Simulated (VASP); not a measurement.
OSZICAR of a VASP run on NaI (rock salt):

**OSZICAR**
```
       N       E                     dE             d eps       ncg     rms          rms(c)
DAV:   1     0.467961582441E+02    0.46796E+02   -0.61682E+03   440   0.966E+02
DAV:   2    -0.266234690322E+02   -0.73420E+02   -0.69154E+02   468   0.225E+02
DAV:   3    -0.324318263970E+02   -0.58084E+01   -0.57760E+01   542   0.654E+01
DAV:   4    -0.325761485480E+02   -0.14432E+00   -0.14425E+00   516   0.115E+01
DAV:   5    -0.325803178317E+02   -0.41693E-02   -0.41692E-02   518   0.197E+00    0.223E+00
DAV:   6    -0.310114887424E+02    0.15688E+01   -0.38744E-01   452   0.781E+00    0.213E+00
DAV:   7    -0.310357121620E+02   -0.24223E-01   -0.18495E-01   458   0.579E+00    0.543E-01
DAV:   8    -0.311078607106E+02   -0.72149E-01   -0.17036E-01   443   0.394E+00    0.286E-01
DAV:   9    -0.310752823562E+02    0.32578E-01   -0.83222E-02   443   0.342E+00    0.362E-01
DAV:  10    -0.309303138770E+02    0.14497E+00   -0.65047E-02   440   0.335E+00    0.134E-01
DAV:  11    -0.310867927820E+02   -0.15648E+00   -0.47300E-02   440   0.279E+00    0.667E-02
DAV:  12    -0.310843295451E+02    0.24632E-02   -0.87673E-04   494   0.367E-01    0.824E-02
DAV:  13    -0.310855680687E+02   -0.12385E-02   -0.40487E-03   440   0.826E-01    0.379E-02
DAV:  14    -0.310881882525E+02   -0.26202E-02   -0.56614E-04   440   0.276E-01    0.156E-02
DAV:  15    -0.310882004944E+02   -0.12242E-04   -0.25009E-05   470   0.625E-02    0.145E-02
DAV:  16    -0.310882122321E+02   -0.11738E-04   -0.16641E-06   488   0.160E-02    0.948E-03
DAV:  17    -0.310882089942E+02    0.32379E-05   -0.80180E-06   455   0.397E-02    0.601E-03
DAV:  18    -0.310882070416E+02    0.19526E-05   -0.20264E-06   455   0.202E-02    0.213E-03
DAV:  19    -0.310882034973E+02    0.35443E-05   -0.22695E-07   479   0.765E-03    0.197E-03
DAV:  20    -0.310882047605E+02   -0.12631E-05   -0.70704E-07   455   0.133E-02    0.115E-03
DAV:  21    -0.310882048595E+02   -0.99001E-07   -0.39581E-08   452   0.277E-03    0.845E-04
DAV:  22    -0.310882065082E+02   -0.16488E-05   -0.34902E-08   461   0.254E-03    0.538E-04
DAV:  23    -0.310882067468E+02   -0.23854E-06   -0.22048E-08   455   0.258E-03    0.263E-04
DAV:  24    -0.310882070227E+02   -0.27595E-06   -0.11532E-09   274   0.512E-04    0.974E-05
DAV:  25    -0.310882071179E+02   -0.95137E-07   -0.18808E-09   250   0.565E-04    0.138E-05
DAV:  26    -0.310882071815E+02   -0.63637E-07   -0.24358E-10   253   0.197E-04    0.175E-05
DAV:  27    -0.310882071592E+02    0.22328E-07   -0.10403E-10   256   0.179E-04    0.508E-06
DAV:  28    -0.310882071590E+02    0.20100E-09   -0.28070E-11   253   0.778E-05
   1 F= -.31088207E+02 E0= -.31088207E+02  d E =-.310882E+02
```

Task: Which electronic solver shows in the log?

Result: It is blocked Davidson (ALGO = Normal, or the opening steps of other solvers). The INCAR had ALGO = Normal.

Task: Can the final energy be trusted as converged?

Result: Self-consistency was reached. It stopped with EDIFF = 1E-8, NELM = 100, NSW = 30 and EDIFFG = -0.001 after 1 ionic step (r2SCAN meta-GGA, plane waves, VASP's PBE PAW potentials (set 64)).

The compound is NaI in the rock salt structure. It was relaxed first. The start is the result of an earlier pass.
